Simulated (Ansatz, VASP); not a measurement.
**Al5Ga11O24 (amorphous (Al0.31Ga0.69)2O3): VASP beside Ansatz**

Aim: how closely do two programs agree when they are given the same cell, functional and k mesh? The structure shown is the start of the Ansatz relaxation below; VASP solves that cell, so the two are compared at the walk's first step.

Main program and level: Ansatz 0.2.0; plane waves, with VASP 6.6.1 beside it; single point at PBE.

## 1. The structure

The cell holds 80 atoms: 10 Al, 22 Ga and 48 O. Cell: a = 9.920 Å, b = 9.920 Å, c = 9.920 Å, α = 90.0°, β = 90.0°, γ = 90.0°. 80 atoms (10 Al, 22 Ga, 48 O) packed at random and pushed apart as soft spheres at 4.37 g/cm^3; MD (Langevin at fixed volume unless said) with the MACE-MP-0b2 small potential (Batatia et al., arXiv:2401.00096), steps of 2 fs: 0.7 ps at 3000 K, 3000 to 1800 K in 0.7 ps, 1800 to 300 K in 2 ps; then atoms relaxed.

## 2. Ansatz: relaxation, PBE

Ansatz runs on its default PAW (the set named soft_2) files.

The two programs are compared at the cell with which this relaxation starts, whose forces are those of its first step.

The input, input.yaml:

```yaml
crystal:
  lattice:
    - [9.92031, 0.0, 0.0]
    - [0.0, 9.92031, 0.0]
    - [0.0, 0.0, 9.92031]
  atoms:
    - { symbol: Al, position: [0.68934, 0.44715, 0.11526] }
    - { symbol: Al, position: [0.58873, 0.69994, 0.65277] }
    - { symbol: Al, position: [0.33871, 0.6378, 0.55699] }
    - { symbol: Al, position: [0.88503, 0.07921, 0.26377] }
    - { symbol: Al, position: [0.40854, 0.96812, 0.59157] }
    - { symbol: Al, position: [0.38382, 0.89945, 0.12795] }
    - { symbol: Al, position: [0.15937, 0.17564, 0.57838] }
    - { symbol: Al, position: [0.57606, 0.11972, 0.17544] }
    - { symbol: Al, position: [0.11388, 0.42901, 0.47391] }
    - { symbol: Al, position: [0.8758, 0.31804, 0.46737] }
    - { symbol: Ga, position: [0.34895, 0.38502, 0.07173] }
    - { symbol: Ga, position: [0.5243, 0.62507, 0.26856] }
    - { symbol: Ga, position: [0.93709, 0.94755, 0.65151] }
    - { symbol: Ga, position: [0.8347, 0.65044, 0.49275] }
    - { symbol: Ga, position: [0.03174, 0.36223, 0.17339] }
    - { symbol: Ga, position: [0.92186, 0.12886, 0.92878] }
    - { symbol: Ga, position: [0.6319, 0.26971, 0.90374] }
    - { symbol: Ga, position: [0.68284, 0.14644, 0.63097] }
    - { symbol: Ga, position: [0.11471, 0.68314, 0.28874] }
    - { symbol: Ga, position: [0.10489, 0.38771, 0.8462] }
    - { symbol: Ga, position: [0.07419, 0.65149, 0.68992] }
    - { symbol: Ga, position: [0.32482, 0.19755, 0.31608] }
    - { symbol: Ga, position: [0.17267, 0.91918, 0.42062] }
    - { symbol: Ga, position: [0.37471, 0.19378, 0.8051] }
    - { symbol: Ga, position: [0.08093, 0.91959, 0.12825] }
    - { symbol: Ga, position: [0.8713, 0.66202, 0.16307] }
    - { symbol: Ga, position: [0.60902, 0.80053, 0.98454] }
    - { symbol: Ga, position: [0.5727, 0.39279, 0.4174] }
    - { symbol: Ga, position: [0.62273, 0.90968, 0.39482] }
    - { symbol: Ga, position: [0.34214, 0.64103, 0.87176] }
    - { symbol: Ga, position: [0.78014, 0.56248, 0.80746] }
    - { symbol: Ga, position: [0.19, 0.93332, 0.83767] }
    - { symbol: O, position: [0.03319, 0.7349, 0.1012] }
    - { symbol: O, position: [0.44691, 0.54619, 0.43652] }
    - { symbol: O, position: [0.50405, 0.81052, 0.27226] }
    - { symbol: O, position: [0.7094, 0.03588, 0.28154] }
    - { symbol: O, position: [0.67493, 0.74339, 0.81563] }
    - { symbol: O, position: [0.92205, 0.72009, 0.3352] }
    - { symbol: O, position: [0.03374, 0.98775, 0.31043] }
    - { symbol: O, position: [0.19436, 0.73597, 0.47098] }
    - { symbol: O, position: [0.67266, 0.25699, 0.09616] }
    - { symbol: O, position: [0.22832, 0.96459, 0.01621] }
    - { symbol: O, position: [0.22138, 0.2871, 0.17113] }
    - { symbol: O, position: [0.20597, 0.24999, 0.74613] }
    - { symbol: O, position: [0.23342, 0.83543, 0.23796] }
    - { symbol: O, position: [0.92409, 0.03653, 0.09086] }
    - { symbol: O, position: [0.93646, 0.75838, 0.62905] }
    - { symbol: O, position: [0.19847, 0.74842, 0.7951] }
    - { symbol: O, position: [0.24926, 0.48415, 0.93618] }
    - { symbol: O, position: [0.698, 0.67986, 0.10005] }
    - { symbol: O, position: [0.70676, 0.30013, 0.51419] }
    - { symbol: O, position: [0.92315, 0.2525, 0.30145] }
    - { symbol: O, position: [0.01537, 0.28008, 0.56977] }
    - { symbol: O, position: [0.56428, 0.02575, 0.53824] }
    - { symbol: O, position: [0.43963, 0.59563, 0.71764] }
    - { symbol: O, position: [0.23544, 0.29087, 0.45695] }
    - { symbol: O, position: [0.00523, 0.98705, 0.82845] }
    - { symbol: O, position: [0.54096, 0.23403, 0.72973] }
    - { symbol: O, position: [0.43589, 0.79494, 0.58266] }
    - { symbol: O, position: [0.48874, 0.49657, 0.12684] }
    - { symbol: O, position: [0.71463, 0.56315, 0.6328] }
    - { symbol: O, position: [0.68306, 0.76775, 0.49849] }
    - { symbol: O, position: [0.19269, 0.52735, 0.60698] }
    - { symbol: O, position: [0.93427, 0.48838, 0.47688] }
    - { symbol: O, position: [0.56085, 0.97071, 0.04454] }
    - { symbol: O, position: [0.30413, 0.05096, 0.46928] }
    - { symbol: O, position: [0.77167, 0.1646, 0.82443] }
    - { symbol: O, position: [0.82777, 0.05348, 0.55555] }
    - { symbol: O, position: [0.87989, 0.47603, 0.12833] }
    - { symbol: O, position: [0.68845, 0.45172, 0.92464] }
    - { symbol: O, position: [0.419, 0.75319, 0.0016] }
    - { symbol: O, position: [0.67624, 0.50462, 0.3012] }
    - { symbol: O, position: [0.97581, 0.5271, 0.79973] }
    - { symbol: O, position: [0.40526, 0.05914, 0.21284] }
    - { symbol: O, position: [0.10585, 0.9994, 0.58944] }
    - { symbol: O, position: [0.43703, 0.2527, 0.9682] }
    - { symbol: O, position: [0.0202, 0.285, 0.97868] }
    - { symbol: O, position: [0.50327, 0.25875, 0.31149] }
    - { symbol: O, position: [0.34579, 0.01158, 0.75486] }
    - { symbol: O, position: [0.12904, 0.49684, 0.29762] }
kpoints:
  mp_grid: { grid: [1, 1, 1] }
hamiltonian:
  xc: pbe
scf:
  occupations: { method: fermi_dirac, width: 0.025 }
output:
  forces: true
relax:
  f_tol: 0.04
  max_steps: 250
  cell: {}
```

Run with:

```sh
$ ansatz run input.yaml --threads 4 --pin off --max-ram 8192MiB --backend cpu --events-out ev --progress --plain --runs-dir out
```

Numbers of over 12 decimals in the logs are rounded to 6 here.

What it wrote:

```text
Engine: ansatz 0.2.0, aarch64-unknown-linux-gnu
Pseudopotentials: kind: paw
Pseudopotential: Al, paw, valence charge 3, recommended cutoff 420 eV (normal), Al.paw.azcp
Pseudopotential: Ga, paw, valence charge 13, recommended cutoff 420 eV (normal), Ga.paw.azcp
Pseudopotential: O, paw, valence charge 6, recommended cutoff 420 eV (normal), O.paw.azcp
Functional definition: PBE
  parameter kappa = 0.804
  parameter beta = 0.066725
  exchange = pbe_x(kappa = kappa, mu = beta*pi^2/3)
  correlation = pbe_c(beta = beta)
Crystal: 80 atoms, lattice volume = 976.283 Å³
Basis set: ecut = 420 eV, 19093 PW (Γ), exchange–correlation on 144×144×144 points (8 copies of the dense FFT grid, shifted against one another)
Bands: 382, of which v1, the nominal top of the filled ones, is band 302 counted from 1 (301 counted from 0)
Symmetry: 1 space group operations
Space group: P1 (ITA 1), of the structure as read, at distance tolerance 9.9e-5 Å
k-points: 1
Non-local potential: Al, projectors of the file, l = 0: 2, l = 1: 2, l = 2: 1
Non-local potential: Ga, projectors of the file, l = 0: 2, l = 1: 2, l = 2: 3, l = 3: 1
Non-local potential: O, projectors of the file, l = 0: 2, l = 1: 2, l = 2: 1
PAW form: soft (Blöchl's): semilocal exchange-correlation on the pseudo side does not see the compensation charge
PAW one-centre angular grid: Al, 110 points (default); XC on 64 Gauss nodes
PAW one-centre angular grid: Ga, 590 points (default); XC on 64 Gauss nodes
PAW one-centre angular grid: O, 110 points (default); XC on 64 Gauss nodes
Initial density: superposition of atomic densities (neutral atoms: chi_scale 0, normalization atom), corrected by the library's trained network
Initial wavefunctions: pseudopotential atomic-orbital guess
Functional: x = pbe(κ = 0.804, μ = 0.219515), c = pbe(β = 0.066725)
SCF iter   1: F=—  HF=-115882.131765 eV  |F-HF|=—  |Δ(HF+E_count)|=         —  Δρ=2.63e-3  dr2=8.40e-2  ethr=1.77e-3  ⟨swp⟩=6.0  Hψ=1585  notcnv=0
preconditioner: auto → Resta (q_TF=auto, 2.518 Å⁻¹)  ε∞=4.1  [insulator: Δε(μ)=1.933 eV  Ē_g=16.649 eV  σ=0.025 eV  W_gap=1.00  n_scr=250 (ndim 8)  ℏωp=29.2 eV  f_vac=0.098  D(μ)=0.00/eV (n_scr^D=0)  ε∞_Penn≈4.1]
SCF iter   2: F=—  HF=-115882.127637 eV  |F-HF|=—  |Δ(HF+E_count)|=   4.13e-3  Δρ=1.42e-3  dr2=1.84e-2  ethr=1.39e-5  ⟨swp⟩=2.0  Hψ=749  notcnv=0  defer=73
SCF iter   3: F=—  HF=-115882.129038 eV  |F-HF|=—  |Δ(HF+E_count)|=   1.40e-3  Δρ=5.95e-4  dr2=5.95e-3  ethr=3.05e-6  ⟨swp⟩=2.0  Hψ=572  notcnv=0  defer=73
SCF iter   4: F=—  HF=-115882.129058 eV  |F-HF|=—  |Δ(HF+E_count)|=   1.98e-5  Δρ=2.02e-4  dr2=4.43e-4  ethr=9.85e-7  ⟨swp⟩=2.0  Hψ=571  notcnv=0  defer=73
SCF iter   5: F=—  HF=-115882.129150 eV  |F-HF|=—  |Δ(HF+E_count)|=   9.24e-5  Δρ=1.37e-4  dr2=1.64e-4  ethr=7.34e-8  ⟨swp⟩=2.0  Hψ=605  notcnv=0  defer=73
SCF iter   6: F=—  HF=-115882.129168 eV  |F-HF|=—  |Δ(HF+E_count)|=   1.78e-5  Δρ=3.14e-5  dr2=9.76e-6  ethr=2.72e-8  ⟨swp⟩=2.0  Hψ=588  notcnv=0  defer=73
SCF iter   7: F=—  HF=-115882.129906 eV  |F-HF|=—  |Δ(HF+E_count)|=   7.38e-4  Δρ=2.32e-5  dr2=4.67e-6  ethr=1.62e-9  ⟨swp⟩=2.0  Hψ=684  notcnv=0  defer=73
SCF iter   8: F=—  HF=-115882.129907 eV  |F-HF|=—  |Δ(HF+E_count)|=   6.64e-7  Δρ=6.21e-6  dr2=4.21e-7  ethr=7.74e-10  ⟨swp⟩=2.0  Hψ=583  notcnv=0  defer=73
SCF iter   9: F=—  HF=-115882.129908 eV  |F-HF|=—  |Δ(HF+E_count)|=   3.91e-7  Δρ=3.90e-6  dr2=1.29e-7  ethr=1.66e-11  ⟨swp⟩=4.0  Hψ=1134  notcnv=0
SCF iter  10: F=-115882.129908 eV  HF=-115882.129908 eV  |F-HF|=1.14e-9  |Δ(HF+E_count)|=   1.49e-8  Δρ=1.67e-6  dr2=2.56e-8  ethr=1.66e-11  ⟨swp⟩=4.0  Hψ=1014  notcnv=0
SCF 1 converged in 10 iterations: F = -115882.129908 eV  dr2 = 2.56e-8
  greatest PAW one-centre occupation: 0.998 electrons in one spin orbital (limit 2), on the Ga atom at site 13 (counted from 0), in its partial waves of l = 2
relax step   1: F+E_penalty+E_count = -115882.12990755 eV  Δ(F+E_penalty+E_count) = +0.000e0 eV  max|allowed force component| = 2.680e-1 eV/Å  Δτ_max = 0.0000 Å  P = -1.560 GPa  Ω = 976.283 Å³  (10 SCF iters, dr2 threshold 1.00e-7 eV, accepted)
Crystal: 80 atoms, lattice volume = 968.979 Å³
Basis set: ecut = 420 eV, 18969 PW (Γ), exchange–correlation on 144×144×144 points (8 copies of the dense FFT grid, shifted against one another)
Initial density: handed on by an earlier stage of this run
Initial wavefunctions: those handed on with the density
iter 1 solved again at ethr=2.23e-5 eV; its pass at ethr=3.10e-3 eV (dr2=1.35e-1 eV) is discarded
SCF iter   1: F=—  HF=-115882.418363 eV  |F-HF|=—  |Δ(HF+E_count)|=         —  Δρ=6.47e-3  dr2=1.36e-1  ethr=2.23e-5  ⟨swp⟩=6.0  Hψ=1662  notcnv=0
preconditioner: auto → Resta (q_TF=auto, 2.522 Å⁻¹)  ε∞=4.1  [insulator: Δε(μ)=1.997 eV  Ē_g=16.707 eV  σ=0.025 eV  W_gap=1.00  n_scr=250 (ndim 8)  ℏωp=29.3 eV  f_vac=0.097  D(μ)=0.00/eV (n_scr^D=0)  ε∞_Penn≈4.1]
[...]
atom  52  O      0.00108049     0.00097283     0.00314427
  atom  53  O     -0.00112045     0.00381027    -0.00164734
  atom  54  O     -0.00035926    -0.00110622    -0.00180302
  atom  55  O     -0.00434347    -0.00135100    -0.00383076
  atom  56  O      0.00117790    -0.00111251    -0.00589931
  atom  57  O     -0.00037370     0.00037443    -0.00159325
  atom  58  O     -0.00399479     0.00440928     0.00065132
  atom  59  O      0.00544180    -0.00026295     0.00167372
  atom  60  O     -0.00476653    -0.00300508    -0.00171330
  atom  61  O     -0.00014877     0.00142193    -0.00213532
  atom  62  O      0.00112788    -0.00124312     0.00151112
  atom  63  O     -0.00433946     0.00251390     0.00956547
  atom  64  O      0.00066262    -0.00301119     0.00118304
  atom  65  O      0.00244304    -0.00425713    -0.00657980
  atom  66  O      0.00488860    -0.00272106     0.00345337
  atom  67  O     -0.00195885    -0.00005121     0.00259829
  atom  68  O     -0.00099184    -0.00077062     0.00055999
  atom  69  O      0.00010119     0.00044436    -0.00306872
  atom  70  O     -0.00110776     0.00026217    -0.00317830
  atom  71  O      0.00136235     0.00269737    -0.00021934
  atom  72  O     -0.00213275    -0.00452149     0.00300986
  atom  73  O      0.00319593    -0.00195762     0.00245960
  atom  74  O     -0.00107719     0.00016183     0.00227082
  atom  75  O     -0.00409023    -0.00175112     0.00440409
  atom  76  O      0.00068221     0.00451893    -0.00167238
  atom  77  O      0.00194536     0.00105208     0.00098411
  atom  78  O      0.00421911     0.00149219    -0.00088851
  atom  79  O      0.00352535    -0.00065512     0.00040454
  atom  80  O     -0.00046087    -0.00166660    -0.00042116
  max |Σ_I F_I| component: 5.26e-5 eV/Å
--- Stress (GPa, compression-positive) ---
        0.001492       0.006278      -0.005179
        0.006277       0.007526      -0.005036
       -0.005171      -0.005035       0.011533
  P = ⅓ Tr σ = 0.0069 GPa (0.069 kbar)
--- Relaxed structure (9 steps of the walk, 8 accepted, 2 SCFs on fresh bases) ---
  F+E_penalty+E_count = -115882.51952401 eV   max|allowed force component| = 9.714e-3 eV/Å   (the final SCF, on the basis selected at the relaxed cell)
  cell:  # Å, volume = 961.9023 Å³
    - [9.916495, 0.110837, -0.049011]
    - [0.110837, 9.846549, -0.163633]
    - [-0.049011, -0.163633, 9.855374]
  atoms:
    - { symbol: Al, position: [0.692201, 0.452606, 0.115577] }
    - { symbol: Al, position: [0.583384, 0.695779, 0.648320] }
    - { symbol: Al, position: [0.331128, 0.638384, 0.561944] }
    - { symbol: Al, position: [0.885191, 0.077712, 0.263298] }
    - { symbol: Al, position: [0.410766, 0.969013, 0.593295] }
    - { symbol: Al, position: [0.385237, 0.899702, 0.127988] }
    - { symbol: Al, position: [0.164146, 0.174719, 0.576533] }
    - { symbol: Al, position: [0.576323, 0.122992, 0.173028] }
    - { symbol: Al, position: [0.110900, 0.430056, 0.474947] }
    - { symbol: Al, position: [0.875616, 0.317255, 0.468567] }
    - { symbol: Ga, position: [0.348106, 0.389063, 0.077675] }
    - { symbol: Ga, position: [0.521283, 0.628436, 0.276217] }
    - { symbol: Ga, position: [0.941285, 0.948010, 0.644937] }
    - { symbol: Ga, position: [0.831504, 0.650486, 0.486563] }
    - { symbol: Ga, position: [0.031554, 0.360421, 0.174580] }
    - { symbol: Ga, position: [0.920624, 0.124615, 0.929586] }
    - { symbol: Ga, position: [0.631788, 0.267518, 0.905678] }
    - { symbol: Ga, position: [0.684070, 0.146439, 0.630483] }
    - { symbol: Ga, position: [0.114728, 0.682627, 0.290424] }
    - { symbol: Ga, position: [0.101157, 0.386692, 0.850057] }
    - { symbol: Ga, position: [0.064743, 0.650422, 0.700353] }
    - { symbol: Ga, position: [0.327321, 0.203898, 0.316827] }
    - { symbol: Ga, position: [0.180027, 0.919382, 0.417830] }
    - { symbol: Ga, position: [0.375491, 0.195679, 0.809414] }
    - { symbol: Ga, position: [0.084362, 0.916315, 0.126945] }
    - { symbol: Ga, position: [0.875675, 0.664210, 0.157087] }
    - { symbol: Ga, position: [0.609681, 0.799717, 0.983146] }
    - { symbol: Ga, position: [0.576401, 0.399392, 0.420540] }
    - { symbol: Ga, position: [0.628697, 0.912178, 0.392582] }
    - { symbol: Ga, position: [0.341233, 0.637214, 0.873703] }
    - { symbol: Ga, position: [0.771608, 0.557250, 0.802992] }
    - { symbol: Ga, position: [0.192561, 0.935796, 0.835354] }
    - { symbol: O, position: [0.039134, 0.730457, 0.100881] }
    - { symbol: O, position: [0.445432, 0.549184, 0.438926] }
    - { symbol: O, position: [0.508645, 0.814353, 0.269779] }
    - { symbol: O, position: [0.710311, 0.037764, 0.280856] }
    - { symbol: O, position: [0.673246, 0.739369, 0.812445] }
    - { symbol: O, position: [0.920197, 0.723586, 0.333944] }
    - { symbol: O, position: [0.037303, 0.988603, 0.310044] }
    - { symbol: O, position: [0.193714, 0.735281, 0.467438] }
    - { symbol: O, position: [0.677188, 0.257778, 0.097114] }
    - { symbol: O, position: [0.228086, 0.965963, 0.017465] }
    - { symbol: O, position: [0.222059, 0.287157, 0.167776] }
    - { symbol: O, position: [0.206476, 0.250970, 0.748021] }
    - { symbol: O, position: [0.239374, 0.834113, 0.237557] }
    - { symbol: O, position: [0.922108, 0.030592, 0.088787] }
    - { symbol: O, position: [0.931308, 0.757640, 0.629085] }
    - { symbol: O, position: [0.197360, 0.747608, 0.795922] }
    - { symbol: O, position: [0.246275, 0.484723, 0.939206] }
    - { symbol: O, position: [0.703012, 0.675320, 0.092250] }
    - { symbol: O, position: [0.707037, 0.297707, 0.514459] }
    - { symbol: O, position: [0.922932, 0.252540, 0.299532] }
    - { symbol: O, position: [0.016381, 0.278896, 0.569832] }
    - { symbol: O, position: [0.564935, 0.024748, 0.539857] }
    - { symbol: O, position: [0.437568, 0.592130, 0.717542] }
    - { symbol: O, position: [0.236053, 0.293945, 0.458686] }
[...]
- { symbol: O, position: [0.969279, 0.526386, 0.804596] }
    - { symbol: O, position: [0.407196, 0.061389, 0.214927] }
    - { symbol: O, position: [0.111197, 0.997641, 0.590961] }
    - { symbol: O, position: [0.440263, 0.251995, 0.975442] }
    - { symbol: O, position: [0.018861, 0.281201, 0.977453] }
    - { symbol: O, position: [0.503587, 0.267417, 0.308121] }
    - { symbol: O, position: [0.349178, 0.011662, 0.759243] }
    - { symbol: O, position: [0.127276, 0.495362, 0.299412] }
```

In the SCF lines HF is the Harris–Foulkes energy and dr2 the Hartree energy of the density residual, in eV; the loop may stop once dr2 is under the threshold and the program's other checks hold. Hψ counts applications of the Hamiltonian.

[end of part 1 of 2]

[Lines on the potential files, build, host, timing and source positions are cut from VASP's logs without a mark.]

[Logs are printed without paths, hosts, clocks, repeated set-up lines and the standing remarks that a program may print on its own settings, such as how far it seeks lower states.]

[Hosts, paths, dates, database ids (printed as entryN), source tags and the programs' standing remarks are cut or masked in the printed files.]
